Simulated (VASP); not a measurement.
Input:

```yaml
crystal:
  lattice:
    - [0.00000, 3.30960, 3.30960]
    - [3.30960, 0.00000, 3.30960]
    - [3.30960, 3.30960, 0.00000]
  atoms:
    - { symbol: Ag, position: [0.00000, 0.00000, 0.00000] }
    - { symbol: I, position: [0.25000, 0.25000, 0.25000] }
```

These are PW91 GGA, VASP's PBE PAW potentials (set 64) (plane waves; VASP) values and carry that method's errors. Settings: 520 eV cut-off, 6×6×6 Γ-centred mesh, Gaussian smearing of 0.050 eV, potentials Ag I.

Unless said otherwise, spin-orbit coupling is left out, though it shifts the bands of the heavy elements here.

Question: Estimate the energy per atom (σ→0), band gap (on the k-mesh) with the smallest direct gap where there is one.

Answer: 
| Property | Value |
|---|---|
| band gap (on the k-mesh) | 1.34 eV |
| smallest direct gap (on the k-mesh) | 1.34 eV |
| energy per atom (σ→0) | -2.423 eV/atom |

The absolute energy has meaning only against runs of the same code, potentials and settings.

The compound is AgI in the zinc blende structure, whereas wurtzite is the usual form. It was relaxed first, which changed the volume by +6 %. The start is the result of an earlier pass.
